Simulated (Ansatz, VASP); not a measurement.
# Al6Ru (Al6Ru (Cmcm)) in two plane-wave programs, part 2 of 2

Aim: how closely do two programs agree when they are given the same cell, functional and k mesh? The cell is taken from a series of runs on this material, whose earlier steps may have relaxed, scaled, displaced or heated it; both programs get it as it stands.

VASP 6.6.1 and Ansatz 0.2.0.

So far: The structure; VASP: relaxation of cell and atoms, PBEsol.

**3. Ansatz: relaxation of cell and atoms, PBEsol**

Level of this step: Ansatz beside VASP: Kohn-Sham DFT, plane waves, PBEsol (Ansatz).

Ansatz runs on its PAW soft_1 files.

The same cell, functional, mesh and smearing now go to Ansatz.

Contents of input.yaml:

```yaml
crystal:
  lattice:
    - [3.7297717, -3.2601281, 0.0]
    - [3.7297717, 3.2601281, 0.0]
    - [0.0, 0.0, 8.9130047]
  atoms:
    - { symbol: Al, position: [0.31901488, 0.31901488, 0.0] }
    - { symbol: Al, position: [0.68098512, 0.68098512, 0.5] }
    - { symbol: Al, position: [0.68098512, 0.68098512, 0.0] }
    - { symbol: Al, position: [0.31901488, 0.31901488, 0.5] }
    - { symbol: Al, position: [0.8571994, 0.1428006, 0.09841014] }
    - { symbol: Al, position: [0.1428006, 0.8571994, 0.59841014] }
    - { symbol: Al, position: [0.8571994, 0.1428006, 0.40158986] }
    - { symbol: Al, position: [0.1428006, 0.8571994, 0.90158986] }
    - { symbol: Al, position: [0.02104558, 0.617227, 0.25] }
    - { symbol: Al, position: [0.97895442, 0.382773, 0.75] }
    - { symbol: Al, position: [0.382773, 0.97895442, 0.25] }
    - { symbol: Al, position: [0.617227, 0.02104558, 0.75] }
    - { symbol: Ru, position: [0.53502658, 0.46497342, 0.25] }
    - { symbol: Ru, position: [0.46497342, 0.53502658, 0.75] }
basis:
  ecutwfc: 420
  xc_grid: 2
hamiltonian:
  xc: pbesol
  pseudopotentials: { kind: paw, azcp: { folder: soft_1 }, xc_functional: pbe }
kpoints:
  mp_grid: { grid: [8, 8, 5] }
scf:
  occupations: { method: fermi_dirac, width: 0.05 }
  max_iter: 150
output:
  forces: true
  stress: true
relax:
  f_tol: 0.01
  max_steps: 60
  cell: {}
checkpoint:
  write: "../pbesol.run"
  compress: false
  write_wavefunctions: false
  write_every: 100000
```

Started as:

```bash
$ ansatz run input.yaml --threads 4 --pin off --max-ram 6594MiB --backend cpu --events-out ev --progress --plain --runs-dir out
```

Numbers of over 12 decimals in the logs are rounded to 6 here.

What it wrote:

```text
Engine: ansatz 0.2.0, aarch64-unknown-linux-gnu
Pseudopotentials: kind: paw
Pseudopotential: Al, paw, valence charge 3, recommended cutoff 420 eV (normal), soft_1/Al.paw.azcp
Pseudopotential: Ru, paw, valence charge 16, recommended cutoff 420 eV (normal), soft_1/Ru.paw.azcp
Functional definition: PBEsol
  exchange = pbesol_x
  correlation = pbesol_c
Crystal: 14 atoms, lattice volume = 216.756 Å³
Basis set: ecut = 420 eV, 4239 PW (Γ), exchange–correlation on 72×72×120 points (8 copies of the dense FFT grid, shifted against one another)
Bands: 48, of which v1, the nominal top of the filled ones, is band 34 counted from 1 (33 counted from 0)
Symmetry: 8 space group operations
Space group: Cmcm (ITA 63), of the structure as read, at distance tolerance 6.0e-5 Å
k-points: 63 of 320
Non-local potential: Al, projectors of the file, l = 0: 2, l = 1: 2, l = 2: 1
Non-local potential: Ru, projectors of the file, l = 0: 3, l = 1: 2, l = 2: 2, l = 3: 1
PAW form: soft (Blöchl's): semilocal exchange-correlation on the pseudo side does not see the compensation charge
PAW frozen core: Al, regenerated for the run's functional, and the local potential with it (the file was generated under x = pbe(κ = 0.804, μ = 0.219515), c = pbe(β = 0.066725))
PAW frozen core: Ru, regenerated for the run's functional, and the local potential with it (the file was generated under x = pbe(κ = 0.804, μ = 0.219515), c = pbe(β = 0.066725))
PAW one-centre angular grid: Al, 110 points (default); XC on 64 Gauss nodes
PAW one-centre angular grid: Ru, 590 points (default); XC on 64 Gauss nodes
Initial density: superposition of atomic densities (chi_scale 0.1, normalization cell, long waves kept (reshape's long-wave potential 0.01 eV rms))
Initial wavefunctions: pseudopotential atomic-orbital guess
Functional: x = pbesol(κ = 0.804, μ = 0.123457), c = pbesol(β = 0.046)
SCF iter   1: F=—  HF=-17937.546067 eV  |F-HF|=—  |Δ(HF+E_count)|=         —  Δρ=1.01e-1  dr2=3.52e1  ethr=3.10e-3  ⟨swp⟩=6.5  Hψ=12983  notcnv=0  defer=24
preconditioner: auto → Kerker (q_TF=auto, 2.249 Å⁻¹)  [metal: Δε(μ)=0.021 eV  Ē_g=6.607 eV  σ=0.050 eV  W_gap=0.11  n_scr=42 (ndim 8)  ℏωp=18.2 eV  f_vac=0.000  D(μ)=3.82/eV (n_scr^D=18)]
SCF iter   2: F=—  HF=-17933.102653 eV  |F-HF|=—  |Δ(HF+E_count)|=    4.44e0  Δρ=4.26e-2  dr2=5.80e0  ethr=3.10e-3  ⟨swp⟩=3.0  Hψ=6993  notcnv=0  defer=245
SCF iter   3: F=—  HF=-17932.130787 eV  |F-HF|=—  |Δ(HF+E_count)|=   9.72e-1  Δρ=7.27e-3  dr2=1.02e-1  ethr=3.10e-3  ⟨swp⟩=2.1  Hψ=4548  notcnv=0  defer=245
SCF iter   4: F=—  HF=-17932.093529 eV  |F-HF|=—  |Δ(HF+E_count)|=   3.73e-2  Δρ=2.14e-3  dr2=1.00e-2  ethr=1.50e-4  ⟨swp⟩=2.3  Hψ=6229  notcnv=0  defer=234
SCF iter   5: F=—  HF=-17932.090948 eV  |F-HF|=—  |Δ(HF+E_count)|=   2.58e-3  Δρ=7.25e-4  dr2=1.47e-3  ethr=1.47e-5  ⟨swp⟩=2.0  Hψ=4913  notcnv=0  defer=234
SCF iter   6: F=—  HF=-17932.090698 eV  |F-HF|=—  |Δ(HF+E_count)|=   2.50e-4  Δρ=1.29e-4  dr2=4.44e-5  ethr=2.16e-6  ⟨swp⟩=2.6  Hψ=4516  notcnv=0  defer=234
SCF iter   7: F=—  HF=-17932.090707 eV  |F-HF|=—  |Δ(HF+E_count)|=   9.47e-6  Δρ=1.70e-5  dr2=6.21e-7  ethr=6.53e-8  ⟨swp⟩=2.6  Hψ=4619  notcnv=0  defer=234
SCF iter   8: F=-17932.090707 eV  HF=-17932.090707 eV  |F-HF|=9.63e-9  |Δ(HF+E_count)|=   1.72e-7  Δρ=2.53e-6  dr2=1.30e-8  ethr=1.47e-10  ⟨swp⟩=4.0  Hψ=9238  notcnv=0
SCF 1 converged in 8 iterations: F = -17932.090707 eV  dr2 = 1.30e-8
  greatest PAW one-centre occupation: 1.000 electrons in one spin orbital (limit 2), on the Ru atom at site 13 (counted from 0), in its partial waves of l = 0
relax step   1: F+E_penalty+E_count = -17932.09070726 eV  Δ(F+E_penalty+E_count) = +0.000e0 eV  max|allowed force component| = 5.105e-2 eV/Å  Δτ_max = 0.0000 Å  P = +0.483 GPa  Ω = 216.756 Å³  (8 SCF iters, dr2 threshold 1.00e-7 eV, accepted)
[...]
relax step   2: F+E_penalty+E_count = -17932.09406336 eV  Δ(F+E_penalty+E_count) = -3.356e-3 eV  max|allowed force component| = 1.354e-2 eV/Å  Δτ_max = 0.0059 Å  P = -0.130 GPa  Ω = 217.966 Å³  energy of the carried Pulay correction = -4.128e-4 eV  (6 SCF iters, dr2 threshold 1.40e-6 eV, accepted)
[...]
relax step   3: F+E_penalty+E_count = -17932.09436575 eV  Δ(F+E_penalty+E_count) = -3.024e-4 eV  max|allowed force component| = 4.663e-3 eV/Å  Δτ_max = 0.0019 Å  P = -0.007 GPa  Ω = 217.721 Å³  energy of the carried Pulay correction = -3.295e-4 eV  (6 SCF iters, dr2 threshold 7.46e-8 eV, accepted)
[...]
relax step   4: F+E_penalty+E_count = -17932.09469809 eV  Δ(F+E_penalty+E_count) = -3.323e-4 eV  max|allowed force component| = 4.676e-3 eV/Å  Δτ_max = 0.0000 Å  P = -0.005 GPa  Ω = 217.721 Å³  stress off target by 1.49e-2 GPa  SCF on the basis re-selected at this cell (its energy is not comparable with the rows above)  (8 SCF iters)
basis re-selected at this cell: Δ(F+E_penalty+E_count) = -3.323e-4 eV, ΔP = +0.002 GPa vs the last step (what re-selecting the basis moved, of the pressure what is left beyond the Pulay correction that the steps carried, after the strain that the cell walked since its last selection, with what the two solves' SCF thresholds leave and, on support functions, any second-order correction that the steps lacked; it is no m [...]
SCF converged after 8 iterations
Free energy (F): -17932.094698 eV
Harris-Foulkes:  -17932.094698 eV  (|F-HF|=3.64e-12)
Internal energy: -17932.058608 eV  (E = F + TS)
E sigma→0 (E₀):  -17932.076653 eV
Entropy (-TS):   -0.036090 eV (-2.578 meV/atom)
Fermi energy:    10.171061 eV
--- Per-component energies (eV) ---
  E_band       = -333.068868
  E_kinetic    = 1206.506125
  E_local      = -5422.897223  (includes V_loc(G=0)·N_el)
  E_nonlocal   = 953.384316
  E_hartree    = 2169.617397
  E_xc         = -793.218368
  E_vxc        = -789.267188  (∫ρ·V_xc dr)
  E_paw        = -12364.359360  (= ΣΔE_a)
  E_vpaw       = -620.030934  (= ΣTr[D̂ρ^β])
  E_aug_tail   = 0.001243  (compensation charges beyond the density's cutoff)
  E_ewald      = -3681.829001
  E_core_change = 0.736262  (= ΣΔE_core)
  E_smearing   = -0.036090  (= −TS)
  E_closure    = -0.000000  (closes the sum)
  Σ components = -17932.094698   (vs F -17932.094698, Δ=0.00e0)
--- Forces (eV/Å), atoms counted from 1 ---
  atom   1  Al    -0.00277721     0.00000000     0.00000000
  atom   2  Al     0.00277721     0.00000000     0.00000000
  atom   3  Al     0.00277721     0.00000000     0.00000000
  atom   4  Al    -0.00277721     0.00000000     0.00000000
  atom   5  Al     0.00000000    -0.00000712     0.00467565
  atom   6  Al     0.00000000     0.00000712     0.00467565
  atom   7  Al    -0.00000000    -0.00000712    -0.00467565
  atom   8  Al     0.00000000     0.00000712    -0.00467565
  atom   9  Al    -0.00083054     0.00074162     0.00000000
  atom  10  Al     0.00083054    -0.00074162     0.00000000
  atom  11  Al     0.00083054     0.00074162     0.00000000
  atom  12  Al    -0.00083054    -0.00074162     0.00000000
  atom  13  Ru     0.00000000    -0.00295005     0.00000000
  atom  14  Ru     0.00000000     0.00295005     0.00000000
  max |Σ_I F_I| component: 1.34e-17 eV/Å
--- Stress (GPa, compression-positive) ---
       -0.014916       0.000000       0.000000
        0.000000      -0.005919       0.000000
        0.000000       0.000000       0.006398
  P = ⅓ Tr σ = -0.0048 GPa (-0.048 kbar)
--- Relaxed structure (3 steps of the walk, 3 accepted, 1 SCFs on fresh bases) ---
  F+E_penalty+E_count = -17932.09469809 eV   max|allowed force component| = 4.676e-3 eV/Å   (the final SCF, on the basis selected at the relaxed cell)
  cell:  # Å, volume = 217.7212 Å³
    - [3.726052, -3.263643, 0.0]
    - [3.726052, 3.263643, 0.0]
    - [0.0, 0.0, 8.951982]
  atoms:
    - { symbol: Al, position: [0.319648, 0.319648, 0.0] }
    - { symbol: Al, position: [0.680352, 0.680352, 0.500000] }
    - { symbol: Al, position: [0.680352, 0.680352, 0.0] }
    - { symbol: Al, position: [0.319648, 0.319648, 0.500000] }
    - { symbol: Al, position: [0.857412, 0.142588, 0.098668] }
    - { symbol: Al, position: [0.142588, 0.857412, 0.598668] }
    - { symbol: Al, position: [0.857412, 0.142588, 0.401332] }
    - { symbol: Al, position: [0.142588, 0.857412, 0.901332] }
    - { symbol: Al, position: [0.021258, 0.618331, 0.250000] }
    - { symbol: Al, position: [0.978742, 0.381669, 0.750000] }
    - { symbol: Al, position: [0.381669, 0.978742, 0.250000] }
    - { symbol: Al, position: [0.618331, 0.021258, 0.750000] }
    - { symbol: Ru, position: [0.535553, 0.464447, 0.250000] }
    - { symbol: Ru, position: [0.464447, 0.535553, 0.750000] }
```

**4. Differences**

Known differences besides the potentials themselves: the data sets hold 68 valence electrons in Ansatz (on its PAW soft_1 files) and 64 in VASP; the cutoff is 420 eV in Ansatz and 500 eV in VASP; Ansatz makes its cores anew for this functional, VASP keeps those of its PBE data sets; Ansatz adds a Pulay correction to the stress that steers its cell, VASP none. Total energies have different zeros and are not compared.

Compared:

| quantity | Ansatz | VASP | difference |
| --- | --- | --- | --- |
| volume (Å³) | 217.72 | 217.89 | -0.08 % |
| edge a after relaxation, in the typed setting (Å) | 4.953 | 4.955 | -0.03 % |
| edge c after relaxation, in the typed setting (Å) | 8.952 | 8.954 | -0.02 % |

**5. What came out**

```yaml
difference_in_volume_relaxation_of_cell_and_atoms_pbesol: -0.079 %
```

The difference in volume is -0.079 % (relaxation of cell and atoms, PBEsol), within the 1.2 % picked in this series as the mark of a large difference, as far as the stopping tolerances let one tell. The data sets hold unlike numbers of valence electrons (68 in Ansatz and 64 in VASP), so part of the differences comes from the potentials. Such differences can come from data sets, numerical settings and the points named under the comparisons, not from the functional's error against experiment.

[Lines on the potential files, build, host, timing and source positions are cut from VASP's logs without a mark.]

[Logs are printed without paths, hosts, clocks, repeated set-up lines and the standing remarks that a program may print on its own settings, such as how far it seeks lower states.]

[Hosts, paths, dates, database ids (printed as entryN), source tags and the programs' standing remarks are cut or masked in the printed files.]
